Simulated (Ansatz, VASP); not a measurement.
## Bi2Se3 (Paraguanajuatite): VASP beside Ansatz

One calculation is typed for both programs; each brings its own data sets and cutoff. How far apart do they land?

Main program and level: Ansatz 0.2.0; plane waves, with VASP 6.6.1 beside it; single point at PBEsol.

## (1) Starting point

The structure is trigonal, space group R-3m (No. 166). Conventional cell: a = 4.143 Å, b = 4.143 Å, c = 28.636 Å, α = 90.00°, β = 90.00°, γ = 120.00°. Nearest to Bi lie 6 Se at 2.85 to 3.07 Å. Se has 6 Bi at 3.07 Å nearest. Nearest to Se lie 3 Bi at 2.85 Å. Farther neighbours and most contacts between anions are not listed.

## (2) Ansatz: single point, PBEsol

Ansatz runs on its default PAW (the set named soft_2) files.

With cell and atoms fixed, the geometry can't cause a difference; cores, projectors, grids and the points listed under the comparison can.

Input file input.yaml:

```yaml
crystal:
  lattice:
    - [2.0715, 1.1959810826, 9.5453333333]
    - [-2.0715, 1.1959810826, 9.5453333333]
    - [0.0, -2.3919621653, 9.5453333333]
  atoms:
    - { symbol: Bi, position: [0.4008, 0.4008, 0.4008] }
    - { symbol: Bi, position: [0.5992, 0.5992, 0.5992] }
    - { symbol: Se, position: [0.0, 0.0, 0.0] }
    - { symbol: Se, position: [0.2117, 0.2117, 0.2117] }
    - { symbol: Se, position: [0.7883, 0.7883, 0.7883] }
hamiltonian:
  xc: pbesol
  pseudopotentials: { kind: paw }
kpoints:
  mp_grid: { grid: [6, 6, 6] }
scf:
  occupations: { method: fermi_dirac, width: 0.05 }
  n_extra_bands: 5
output:
  forces: true
  stress: true
  eigenvalues: true
```

The run is started by

```sh
> ansatz run input.yaml --threads 4 --pin off --max-ram 9216MiB --backend cpu --events-out ev --progress --plain --runs-dir out
```

Numbers of over 12 decimals in the logs are rounded to 6 here.

The log of the run:

```text
basis.fft_grid_basis auto: the FFT boxes are laid along the combinations [[1, 0, -1], [0, 1, -1], [0, 0, 1]] of the cell's own vectors, 4.143, 4.143 and 9.840 Å long. The dense box has 30×30×72 points. Along the cell's own vectors, as sized, it would have 72×72×72, 5.76 times as many. Of the 12 symmetry operations that the crystal satisfies within crystal.symmetry.tolerance (time reversal apart; of a slab, those that [...]
scf.n_extra_bands = 5 over 39 filled bands (N_el = 78.0): the run solves 44 bands
Engine: ansatz 0.2.0, aarch64-unknown-linux-gnu
Pseudopotentials: kind: paw
Pseudopotential: Bi, paw, valence charge 15, recommended cutoff 420 eV (normal), Bi.paw.azcp
Pseudopotential: Se, paw, valence charge 16, recommended cutoff 420 eV (normal), Se.paw.azcp
Functional definition: PBEsol
  exchange = pbesol_x
  correlation = pbesol_c
Crystal: 5 atoms, lattice volume = 141.890 Å³
Basis set: ecut = 420 eV, 2743 PW (Γ), FFT grids on a1−a3, a2−a3, a3, exchange–correlation on 60×60×144 points (8 copies of the dense FFT grid, shifted against one another)
Bands: 44, of which v1, the nominal top of the filled ones, is band 39 counted from 1 (38 counted from 0)
Symmetry: 12 space group operations
Space group: R-3m (ITA 166), of the structure as read, at distance tolerance 5.2e-5 Å
k-points: 32 of 216
Non-local potential: Bi, projectors of the file, l = 0: 2, l = 1: 2, l = 2: 2, l = 3: 2
Non-local potential: Se, projectors of the file, l = 0: 2, l = 1: 2, l = 2: 3, l = 3: 1
PAW form: soft (Blöchl's): semilocal exchange-correlation on the pseudo side does not see the compensation charge
PAW frozen core: Bi, regenerated for the run's functional, and the local potential with it (the file was generated under x = pbe(κ = 0.804, μ = 0.219515), c = pbe(β = 0.066725))
PAW frozen core: Se, regenerated for the run's functional, and the local potential with it (the file was generated under x = pbe(κ = 0.804, μ = 0.219515), c = pbe(β = 0.066725))
PAW one-centre angular grid: Bi, 590 points (default); XC on 64 Gauss nodes
PAW one-centre angular grid: Se, 590 points (default); XC on 64 Gauss nodes
Initial density: superposition of atomic densities (neutral atoms: chi_scale 0, normalization atom), corrected by the library's trained network
Initial wavefunctions: pseudopotential atomic-orbital guess
Functional: x = pbesol(κ = 0.804, μ = 0.123457), c = pbesol(β = 0.046)
SCF iter   1: F=—  HF=-40758.523070 eV  |F-HF|=—  |Δ(HF+E_count)|=         —  Δρ=3.19e-3  dr2=4.02e-2  ethr=1.77e-3  ⟨swp⟩=6.8  Hψ=5248  notcnv=0
preconditioner: auto → Kerker (q_TF=auto, 2.469 Å⁻¹)  [metal: Δε(μ)=0.087 eV  Ē_g=8.356 eV  σ=0.050 eV  W_gap=0.41  n_scr=36 (ndim 8)  ℏωp=16.5 eV  f_vac=0.033  D(μ)=0.08/eV (n_scr^D=0)]
SCF iter   2: F=—  HF=-40758.514864 eV  |F-HF|=—  |Δ(HF+E_count)|=   8.21e-3  Δρ=1.59e-3  dr2=8.81e-3  ethr=5.15e-5  ⟨swp⟩=1.6  Hψ=1705  notcnv=0
preconditioner: auto → Resta (q_TF=auto, 2.469 Å⁻¹)  ε∞=4.9  [insulator: Δε(μ)=0.120 eV  Ē_g=8.367 eV  σ=0.050 eV  W_gap=0.54  n_scr=36 (ndim 8)  ℏωp=16.5 eV  f_vac=0.031  D(μ)=0.07/eV (n_scr^D=0)  ε∞_Penn≈4.9]
SCF iter   3: F=—  HF=-40758.513484 eV  |F-HF|=—  |Δ(HF+E_count)|=   1.38e-3  Δρ=4.81e-4  dr2=3.86e-4  ethr=1.13e-5  ⟨swp⟩=2.0  Hψ=1684  notcnv=0
SCF iter   4: F=—  HF=-40758.513506 eV  |F-HF|=—  |Δ(HF+E_count)|=   2.25e-5  Δρ=1.95e-4  dr2=5.96e-5  ethr=4.95e-7  ⟨swp⟩=2.0  Hψ=1843  notcnv=0
SCF iter   5: F=—  HF=-40758.513535 eV  |F-HF|=—  |Δ(HF+E_count)|=   2.89e-5  Δρ=6.86e-5  dr2=2.32e-5  ethr=7.64e-8  ⟨swp⟩=2.7  Hψ=2562  notcnv=0
SCF iter   6: F=—  HF=-40758.513534 eV  |F-HF|=—  |Δ(HF+E_count)|=   9.83e-7  Δρ=2.24e-5  dr2=1.34e-6  ethr=2.98e-8  ⟨swp⟩=2.0  Hψ=2328  notcnv=0
SCF iter   7: F=—  HF=-40758.513535 eV  |F-HF|=—  |Δ(HF+E_count)|=   6.03e-7  Δρ=8.77e-6  dr2=1.76e-7  ethr=1.72e-9  ⟨swp⟩=2.0  Hψ=2648  notcnv=0
SCF iter   8: F=-40758.513535 eV  HF=-40758.513535 eV  |F-HF|=1.63e-8  |Δ(HF+E_count)|=   4.26e-8  Δρ=3.00e-6  dr2=1.75e-8  ethr=1.28e-10  ⟨swp⟩=5.3  Hψ=5548  notcnv=0
SCF 1 converged in 8 iterations: F = -40758.513535 eV  dr2 = 1.75e-8
  greatest PAW one-centre occupation: 1.000 electrons in one spin orbital (limit 2), on the Se atom at site 4 (counted from 0), in its partial waves of l = 2
SCF converged after 8 iterations
Free energy (F): -40758.513535 eV
Harris-Foulkes:  -40758.513535 eV  (|F-HF|=1.63e-8)
Internal energy: -40758.512987 eV  (E = F + TS)
E sigma→0 (E₀):  -40758.513261 eV
Entropy (-TS):   -0.000548 eV (-0.110 meV/atom)
Fermi energy:    9.001222 eV
--- Per-component energies (eV) ---
  E_band       = -1350.741289
  E_kinetic    = 957.385220
  E_local      = -10369.136374  (includes V_loc(G=0)·N_el)
  E_nonlocal   = -650.087540
  E_hartree    = 4607.645850
  E_xc         = -611.451689
  E_vxc        = -583.335795  (∫ρ·V_xc dr)
  E_paw        = -26621.694018  (= ΣΔE_a)
  E_vpaw       = 79.142048  (= ΣTr[D̂ρ^β])
  E_aug_tail   = -0.002711  (compensation charges beyond the density's cutoff)
  E_ewald      = -8074.376580
  E_core_change = 3.204856  (= ΣΔE_core)
  E_smearing   = -0.000548  (= −TS)
  E_closure    = -0.000000  (closes the sum)
  Σ components = -40758.513535   (vs F -40758.513535, Δ=0.00e0)
--- Forces (eV/Å), atoms counted from 1 ---
  atom   1  Bi     0.00000000     0.00000000    -0.17940415
  atom   2  Bi     0.00000000    -0.00000000     0.17940415
  atom   3  Se    -0.00000000    -0.00000000     0.00000000
  atom   4  Se     0.00000000     0.00000000    -0.08050740
  atom   5  Se     0.00000000    -0.00000000     0.08050740
  max |Σ_I F_I| component: 6.94e-17 eV/Å
--- Stress (GPa, compression-positive) ---
       -0.359487       0.000000       0.000000
        0.000000      -0.359487      -0.000000
        0.000000      -0.000000      -0.319792
  P = ⅓ Tr σ = -0.3463 GPa (-3.463 kbar)
--- Band table (eV; the first three rows and the last of 32) ---
  k-point 0: bands = [... 35 lower, 7.0631, 7.7304, 7.7304, 8.9281, 9.0726, 10.2953, 10.2953, 11.0097, ... 1 higher]
  k-point 1: bands = [... 35 lower, 7.6237, 7.6311, 7.8304, 8.2563, 10.2434, 10.6617, 10.9866, 11.0865, ... 1 higher]
  k-point 2: bands = [... 35 lower, 6.4975, 7.4597, 7.7110, 8.3614, 9.9018, 10.9777, 11.2477, 11.9350, ... 1 higher]
  k-point 31: bands = [... 35 lower, 7.3598, 7.5609, 7.5609, 8.4543, 9.5156, 10.6084, 10.6084, 10.9418, ... 1 higher]
```

The job ended after 3.1 s (4 threads of Arm Neoverse V1, shared host; peak memory 0.56 GiB; 11 s of CPU time).

In the SCF lines HF is the Harris–Foulkes energy and dr2 the Hartree energy of the density residual, in eV; the loop may stop once dr2 is under the threshold and the program's other checks hold. Hψ counts applications of the Hamiltonian.

The run ends at a pressure of -0.35 GPa, with forces up to 0.18 eV/Å.

## (3) VASP: single point, PBEsol

The same cell, functional, mesh and smearing now go to VASP, with its own data sets and cutoff.

Lines of VASP's logs that name or quote its potential files are left out, and so is its time.

Input file INCAR:

```
SYSTEM = Bi2Se3
PREC = Accurate
ENCUT = 400
EDIFF = 1E-06
NELM = 100
ISMEAR = -1
SIGMA = 0.05
LREAL = .FALSE.
ALGO = Normal
GGA = PS
NBANDS = 30
LORBIT = 11
LWAVE = .FALSE.
LCHARG = .TRUE.
ISIF = 2
LELF = .TRUE.
LVHAR = .TRUE.
```

Input file POSCAR:

```
Bi2Se3
1.0
    2.0715000000      1.1959810826      9.5453333333
   -2.0715000000      1.1959810826      9.5453333333
    0.0000000000     -2.3919621653      9.5453333333
Bi Se
2 3
Direct
    0.4008000000      0.4008000000      0.4008000000
    0.5992000000      0.5992000000      0.5992000000
    0.0000000000      0.0000000000      0.0000000000
    0.2117000000      0.2117000000      0.2117000000
    0.7883000000      0.7883000000      0.7883000000
```

Input file KPOINTS:

```
Automatic mesh
0
Gamma
6 6 6
0 0 0
```

Potentials, in the order of the species: Bi_d and Se (PBE family, release 64).

The run is started by

```sh
> mpirun -np 4 vasp_std
```

The log of the run:

```text
[banner, memory and clock lines left out]
running    4 mpi-ranks, on    1 nodes
 distrk:  each k-point on    4 cores,    1 groups
 distr:  one band on    1 cores,    4 groups

 POSCAR found type information on POSCAR BiSe
 POSCAR found :  2 types and       5 ions
|                                                                             |
|               ----> ADVICE to this user running VASP <----                  |
|                                                                             |
|     You enforced a specific xc type in the INCAR file but a different       |
|     [... a line on the potential file left out ...]
|     I HOPE YOU KNOW WHAT YOU ARE DOING!                                     |
|                                                                             |

 LDA part: xc-table for (Slater+PW92), standard interpolation
|                                                                             |
|           W    W    AA    RRRRR   N    N  II  N    N   GGGG   !!!           |
|           W    W   A  A   R    R  NN   N  II  NN   N  G    G  !!!           |
|           W    W  A    A  R    R  N N  N  II  N N  N  G       !!!           |
|           W WW W  AAAAAA  RRRRR   N  N N  II  N  N N  G  GGG   !            |
|           WW  WW  A    A  R   R   N   NN  II  N   NN  G    G                |
|           W    W  A    A  R    R  N    N  II  N    N   GGGG   !!!           |
|                                                                             |
|     The number of bands has been changed from the values supplied in        |
|     The orbitals not found in the WAVECAR file will be initialized with     |
|     random numbers, which is usually adequate. For correlated               |
|     calculations, however, you should redo the groundstate calculation.     |
|     I found NBANDS = 30. Now, NBANDS = 32.                                  |
|                                                                             |

 POSCAR, INCAR and KPOINTS ok, starting setup
 FFT: planning ... GRIDC
 FFT: planning ... GRID_SOFT
 FFT: planning ... GRID
 WAVECAR not read
 entering main loop
       N       E                     dE             d eps       ncg     rms          rms(c)
DAV:   1     0.419778961191E+03    0.41978E+03   -0.19813E+04  2048   0.129E+03
DAV:   2     0.236336153055E+02   -0.39615E+03   -0.37880E+03  2192   0.368E+02
DAV:   3    -0.211167378702E+02   -0.44750E+02   -0.43011E+02  2728   0.137E+02
DAV:   4    -0.227224475553E+02   -0.16057E+01   -0.16020E+01  2224   0.288E+01
DAV:   5    -0.227817547817E+02   -0.59307E-01   -0.59301E-01  2928   0.527E+00    0.505E+00
DAV:   6    -0.220509440155E+02    0.73081E+00   -0.94509E-01  2848   0.714E+00    0.314E+00
DAV:   7    -0.220457416310E+02    0.52024E-02   -0.31063E-01  2296   0.235E+00    0.161E+00
DAV:   8    -0.220465973330E+02   -0.85570E-03   -0.38936E-02  2648   0.102E+00    0.512E-01
DAV:   9    -0.220462556607E+02    0.34167E-03   -0.19046E-03  2616   0.385E-01    0.113E-01
DAV:  10    -0.220463258607E+02   -0.70200E-04   -0.81697E-04  2328   0.145E-01    0.497E-02
DAV:  11    -0.220463430387E+02   -0.17178E-04   -0.82947E-05  2416   0.568E-02    0.280E-02
DAV:  12    -0.220463549999E+02   -0.11961E-04   -0.29816E-05  2096   0.264E-02    0.654E-03
DAV:  13    -0.220463552648E+02   -0.26483E-06   -0.20273E-06  1944   0.117E-02
   1 F= -.22046355E+02 E0= -.22046075E+02  d E =-.560220E-03
```

From OUTCAR (step 3):

```text
ion  position               nearest neighbor table
   1  0.401  0.401  0.401-   5 2.85   5 2.85   5 2.85   3 3.07   3 3.07   3 3.07
   2  0.599  0.599  0.599-   4 2.85   4 2.85   4 2.85   3 3.07   3 3.07   3 3.07
   3  0.000  0.000  0.000-   2 3.07   2 3.07   1 3.07   1 3.07   2 3.07   1 3.07
   4  0.212  0.212  0.212-   2 2.85   2 2.85   2 2.85
   5  0.788  0.788  0.788-   1 2.85   1 2.85   1 2.85

  LATTYP: Found a trigonal (rhomboedric) cell.
 ALAT       =     9.8404710987
 COS(alpha) =     0.9113725833

 Subroutine GETGRP returns: Found 12 space group operations
 (whereof 12 operations were pure point group operations)

The static configuration has the point symmetry D_3d.

 Found     32 irreducible k-points:

   k-points           NKPTS =     32   k-points in BZ     NKDIM =     32   number of bands    NBANDS=     32

   dimension x,y,z NGX =    64 NGY =   64 NGZ =   64
   dimension x,y,z NGXF=   128 NGYF=  128 NGZF=  128

   ENCUT  =  400.0 eV  29.40 Ry    5.42 a.u.  16.05 16.05 16.05*2*pi/ulx,y,z

   NELECT =      48.0000    total number of electrons

 k-points in reciprocal lattice and weights: Automatic mesh
   0.00000000  0.00000000  0.00000000       0.005
   0.16666667  0.00000000 -0.00000000       0.028
   0.33333333 -0.00000000 -0.00000000       0.028
   0.50000000  0.00000000 -0.00000000       0.014
   0.16666667  0.16666667 -0.00000000       0.028
   0.33333333  0.16666667 -0.00000000       0.056
   0.50000000  0.16666667 -0.00000000       0.056
  -0.33333333  0.16666667  0.00000000       0.056
  -0.16666667  0.16666667  0.00000000       0.028
[...]
-0.33333333  0.50000000  0.33333333       0.028
   0.50000000  0.50000000  0.50000000       0.005

 average (electrostatic) potential at core
       1-106.1111       2-106.1111       3 -52.9747       4 -53.1375       5 -53.1375

 E-fermi :   4.8930

 k-point     1 :       0.0000    0.0000    0.0000
  band No.  band energies     occupation
    ...
     20       2.9559      2.00000
     21       2.9559      2.00000
     22       3.6252      2.00000
     23       3.6252      2.00000
     24       4.8213      1.61463
     25       4.9628      0.39678
     26       6.1853      0.00000
     27       6.1853      0.00000
     28       6.8999      0.00000
     29       7.5167      0.00000
    ...

 k-point     2 :       0.1667    0.0000   -0.0000
  band No.  band energies     occupation
    ...
     20       2.8621      2.00000
     21       3.5132      2.00000
     22       3.5263      2.00000
     23       3.7291      2.00000
     24       4.1501      2.00000
     25       6.1308      0.00000
     26       6.5509      0.00000
     27       6.8784      0.00000
     28       6.9778      0.00000
     29       7.5575      0.00000
    ...

 k-point     3 :       0.3333   -0.0000   -0.0000
  band No.  band energies     occupation
    ...
     20       2.0954      2.00000
     21       2.3899      2.00000
     22       3.3548      2.00000
     23       3.6057      2.00000
     24       4.2541      1.99999
     25       5.7903      0.00000
     26       6.8701      0.00000
     27       7.1371      0.00000
     28       7.8261      0.00000
     29       8.4954      0.00000
    ...

  Total       -0.3074948     -0.3074948     -0.2753944      0.0000000      0.0000000      0.0000000
  in kB       -3.4721362     -3.4721362     -3.1096690      0.0000000      0.0000000      0.0000000
  external PRESSURE =      -3.3513138 kB  Pullay stress =       0.0000000 kB

  energy-cutoff  :      400.00
  volume of cell :      141.89
      direct lattice vectors                 reciprocal lattice vectors
     2.071500000  1.195981083  9.545333333     0.241370987  0.139355604  0.034921078
    -2.071500000  1.195981083  9.545333333    -0.241370987  0.139355604  0.034921078
     0.000000000 -2.391962165  9.545333333     0.000000000 -0.278711209  0.034921078

 POSITION                                       TOTAL-FORCE (eV/Angst)
 -----------------------------------------------------------------------------------
      0.00000     -0.00000     11.47731         0.000000      0.000000     -0.191631
      0.00000     -0.00000     17.15869         0.000000     -0.000000      0.191631
      0.00000      0.00000      0.00000         0.000000     -0.000000     -0.000000
      0.00000     -0.00000      6.06224         0.000000      0.000000     -0.097556
      0.00000     -0.00000     22.57376         0.000000     -0.000000      0.097556
 -----------------------------------------------------------------------------------
    total drift:                               -0.000000     -0.000000      0.000000

  FREE ENERGIE OF THE ION-ELECTRON SYSTEM (eV)
  ---------------------------------------------------
  free  energy   TOTEN  =       -22.0463552648 eV

  energy  without entropy=      -22.0457950451  energy(sigma->0) =      -22.04607515

 total charge
# of ion       s       p       d       tot
------------------------------------------
    1        1.610   1.070   9.962  12.643
    2        1.610   1.070   9.962  12.643
    3        1.474   2.305   0.021   3.800
    4        1.493   2.252   0.023   3.767
    5        1.493   2.252   0.023   3.767
--------------------------------------------------
tot          7.680   8.949  19.992  36.621

[... 3 further parts left out ...]
```

The run ends at a pressure of -0.34 GPa, with forces up to 0.19 eV/Å.

## (4) Side by side

Known differences besides the potentials themselves: the data sets hold 78 valence electrons in Ansatz (default PAW (the set named soft_2) files) and 48 in VASP; the cutoff is 420 eV in Ansatz and 400 eV in VASP; Ansatz makes its cores anew for this functional, VASP keeps those of its PBE data sets; VASP leaves aspherical gradient terms in its spheres out (LASPH is not set), Ansatz keeps them. Total energies have different zeros and are not compared.

The two programs side by side:

```tsv
quantity	Ansatz	VASP	difference
pressure (GPa)	-0.35	-0.34	-0.01
gap on the k mesh (eV)	0.145	0.141	+0.003
```

Forces (eV/Å; atoms numbered as in POSCAR):

```tsv
atom	Ansatz x, y, z	VASP x, y, z
Bi1	0.000, 0.000, -0.179	0.000, 0.000, -0.192
Bi2	0.000, 0.000, 0.179	0.000, 0.000, 0.192
Se3	0.000, 0.000, 0.000	0.000, 0.000, 0.000
Se4	0.000, 0.000, -0.081	0.000, 0.000, -0.098
Se5	0.000, 0.000, 0.081	0.000, 0.000, 0.098
```

The forces differ by 7.7 meV/Å r.m.s., which is 9.8 % of the r.m.s. force of 0.08 eV/Å (both taken over all components). A gap on the mesh is an upper bound, since the band edges may lie between its points; neither run holds spin-orbit coupling, which can move the band edges of a compound of Bi. Ansatz's pressure holds a Pulay correction of 0.02 GPa; VASP's holds none.

## (5) Summary of results

- r.m.s. force difference (single point, PBEsol): 7.7 meV/Å

**Reading.** The r.m.s. force difference is 7.7 meV/Å (single point, PBEsol), within the 12 meV/Å picked in this series as the mark of a large difference. How closely two codes agree says nothing of how well the functional describes the real material.

[Lines on the potential files, build, host, timing and source positions are cut from VASP's logs without a mark.]

[Logs are printed without paths, hosts, clocks, repeated set-up lines and the standing remarks that a program may print on its own settings, such as how far it seeks lower states.]

[Hosts, paths, dates, database ids (printed as entryN), source tags and the programs' standing remarks are cut or masked in the printed files.]
